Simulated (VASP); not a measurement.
Given:

```
CELL_PARAMETERS angstrom
      1.78172    -3.08603     0.00000
      1.78172     3.08603     0.00000
      0.00000     0.00000    14.79749
ATOMIC_POSITIONS crystal
  Te 0.33333 0.66667 0.87233
  Te 0.66667 0.33333 0.37233
  Te 0.66667 0.33333 0.12767
  Te 0.33333 0.66667 0.62767
  Mo 0.33333 0.66667 0.25000
  Mo 0.66667 0.33333 0.75000
```

All values below come from PW91 GGA, VASP's PBE PAW potentials (set 64) (plane waves; VASP 6.6.1). Numerical set-up: 520 eV cut-off, 7×7×2 Γ-centred mesh, Gaussian smearing of 0.050 eV, potentials Te Mo_sv.

Without a dispersion term in the relaxation, distances and binding between the weakly bound layers, chains or molecules are unreliable, and so is what depends on them.

Task: What does the run give for the energy per atom (σ→0)?

Result: 
```json
{
  "energy per atom (σ→0)": "-6.014 eV/atom"
}
```

Total energies compare only between runs with the same potentials, cut-off and functional.

The compound is MoTe2 in the 2H layered structure. It was relaxed first, which changed the volume by +9 %.
